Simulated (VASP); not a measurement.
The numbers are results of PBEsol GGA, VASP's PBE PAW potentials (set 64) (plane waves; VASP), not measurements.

The input files of a VASP run:

INCAR:
```
SYSTEM = SnO
PREC = Accurate
ENCUT = 620
EDIFF = 1E-6
NELM = 100
ALGO = Normal
LREAL = .FALSE.
LASPH = .TRUE.
ISMEAR = 1
SIGMA = 0.1
GGA = PS
LMAXMIX = 4
LWAVE = .FALSE.
LCHARG = .FALSE.
IBRION = 2
ISIF = 3
NSW = 40
EDIFFG = -0.02
PSTRESS = 100
```

### KPOINTS
```
K-points
0
Gamma
 12 12 12
0 0 0
```

File POSCAR:
```
SnO
1.0
  3.0401927479   0.0000000000   0.0000000000
  0.0000000000   3.0401927479   0.0000000000
  0.0000000000   0.0000000000   3.0401927479
Sn O
1 1
Cart
  0.0000000000   0.0000000000   0.0000000000
  1.5200963739   1.5200963739   1.5200963739
```

POTCAR, in this order: Sn_d O (PBE.64 set). Program: vasp_std.

Energy and stress use the plane-wave basis of the starting cell. Unless said otherwise, spin-orbit coupling is left out, though it shifts the bands of the heavy elements here.

**Question.** What does the run give for the energy per atom (σ→0), volume per atom, band gap (on the k-mesh)?

**Answer.** 
| Item | Result |
|---|---|
| energy per atom (σ→0) | -5.288 eV/atom |
| band gap (on the k-mesh) | none (metal, semimetal or under 0.01 eV) |
| volume per atom | 13.58 Å³/atom |

**OSZICAR**
```
...
DAV:   2    -0.106104260798E+02    0.14937E+00   -0.49879E-01  2604   0.949E+00    0.980E-01
DAV:   3    -0.105830584651E+02    0.27368E-01   -0.76339E-02  3390   0.493E+00    0.511E-01
DAV:   4    -0.105756417117E+02    0.74168E-02   -0.20974E-02  3218   0.258E+00    0.632E-02
DAV:   5    -0.105751714318E+02    0.47028E-03   -0.12840E-03  2782   0.505E-01    0.323E-02
DAV:   6    -0.105751107091E+02    0.60723E-04   -0.76434E-05  3474   0.101E-01    0.185E-02
DAV:   7    -0.105750944628E+02    0.16246E-04   -0.16529E-05  2714   0.544E-02    0.276E-03
DAV:   8    -0.105750944447E+02    0.18108E-07   -0.51170E-07  1290   0.134E-02
   3 F= -.88793978E+01 E0= -.88793450E+01  d E =-.151467E-01
```

The structure was generated: SnO was put into the CsCl type type (Pm-3m), which need not be its known phase. This run relaxes it under an external pressure of 10 GPa. Symmetry was kept, so distortions that lower it aren't found.
